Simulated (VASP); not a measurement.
Input for VASP

INCAR:
```
ALGO  =  Normal
EDIFF  =  1E-6
EDIFFG  =  -0.02
ENCUT  =  500
GGA  =  PE
IBRION  =  2
ISIF  =  3
ISMEAR  =  1
LASPH  =  .TRUE.
LCHARG  =  .FALSE.
LMAXMIX  =  6
LREAL  =  .FALSE.
LWAVE  =  .FALSE.
NELM  =  100
NSW  =  40
PREC  =  Accurate
PSTRESS  =  300
SIGMA  =  0.1
SYSTEM  =  PtAl2
```

File KPOINTS:
```
Automatic mesh
0
Gamma
9 9 9
0 0 0
```

File POSCAR:
```
PtAl2
1
    0.0000000000     2.8161557175     2.8161557175
    2.8161557175     0.0000000000     2.8161557175
    2.8161557175     2.8161557175     0.0000000000
Al Pt
2 1
Direct
  0.2500000000   0.2500000000   0.2500000000
  0.7500000000   0.7500000000   0.7500000000
  1.0000000000   1.0000000000   1.0000000000
```

POTCAR, in this order: Al Pt (PBE.64 set). Program: vasp_std.

Question: Write an equivalent input for Quantum ESPRESSO's pw.x.

Answer: One equivalent input (not run):
```
&CONTROL
  calculation = 'vc-relax'
  pseudo_dir = './pseudo'
  outdir = './out'
  tprnfor = .true.
  tstress = .true.
  nstep = 40
  forc_conv_thr = 0.00078
/
&SYSTEM
  ibrav = 0
  nat = 3
  ntyp = 2
  ecutwfc = 84
  occupations = 'smearing'
  smearing = 'methfessel-paxton'
  degauss = 0.00735
  input_dft = 'pbe'
/
&ELECTRONS
  conv_thr = 7.3e-08
  electron_maxstep = 100
/
&IONS
/
&CELL
  press = 300
/
ATOMIC_SPECIES
  Al 26.982 Al.upf
  Pt 195.084 Pt.upf
CELL_PARAMETERS angstrom
     0.0000000    2.8161557    2.8161557
     2.8161557    0.0000000    2.8161557
     2.8161557    2.8161557    0.0000000
ATOMIC_POSITIONS crystal
  Al   0.2500000  0.2500000  0.2500000
  Al   0.7500000  0.7500000  0.7500000
  Pt   1.0000000  1.0000000  1.0000000
K_POINTS automatic
  9 9 9 0 0 0
```
Limits of the translation: the potentials are each code's own (VASP's PAW set, PseudoDojo norm-conserving files in pw.x), so ENCUT and ecutwfc are chosen apart and not converted; conv_thr bounds pw.x's estimated SCF error, while EDIFF bounds the energy change between steps; forc_conv_thr acts on force components and is met together with etot_conv_thr.

The compound is PtAl2 in the fluorite structure. It was relaxed first under an external pressure of 30 GPa.
